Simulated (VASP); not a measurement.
Computed with PBE GGA, VASP's PBE PAW potentials (set 64) (plane waves; VASP).

Input for VASP

File POSCAR:
```
PbF2
1
    0.0000000000     3.0294000000     3.0294000000
    3.0294000000     0.0000000000     3.0294000000
    3.0294000000     3.0294000000     0.0000000000
Pb F
1 2
Direct
  0.0000000000   0.0000000000   0.0000000000
  0.2500000000   0.2500000000   0.2500000000
  0.7500000000   0.7500000000   0.7500000000
```

### INCAR
```
NBANDS = 22
GGA = PE   # PBE
PREC = Accurate
ENCUT = 520   # plane-wave cut-off (eV)
LWAVE = .FALSE.
LASPH = .TRUE.
ISIF = 2   # forces and stress, cell fixed
LREAL = .FALSE.   # projection in real space or not
LMAXMIX = 4
EDIFF = 1E-6
ISMEAR = 0   # Gaussian
NELM = 100   # most electronic steps
LCHARG = .FALSE.
SIGMA = 0.05
ALGO = Normal
SYSTEM = PbF2
```

KPOINTS:
```
Automatic mesh
0
Gamma
6 6 6
0 0 0
```

POTCAR, in this order: Pb_d F (PBE.64 set). Program: vasp_std.

**Question.** What will the output report for the number of irreducible k-points (NKPTS), largest plane-wave count, number of space-group operations, FFT grid (NGX, NGY, NGZ)?

**Answer.** 
```
Item                                           Value
--------------------------------------  ------------
number of irreducible k-points (NKPTS)            16
largest plane-wave count                        1524
number of space-group operations                  48
FFT grid (NGX, NGY, NGZ)                32 × 32 × 32
```

The compound is PbF2 in the fluorite structure, the β form. The cell was not relaxed at this level. The run is one of a series of settings (NBANDS = 22 against the base run), some of them coarse on purpose.
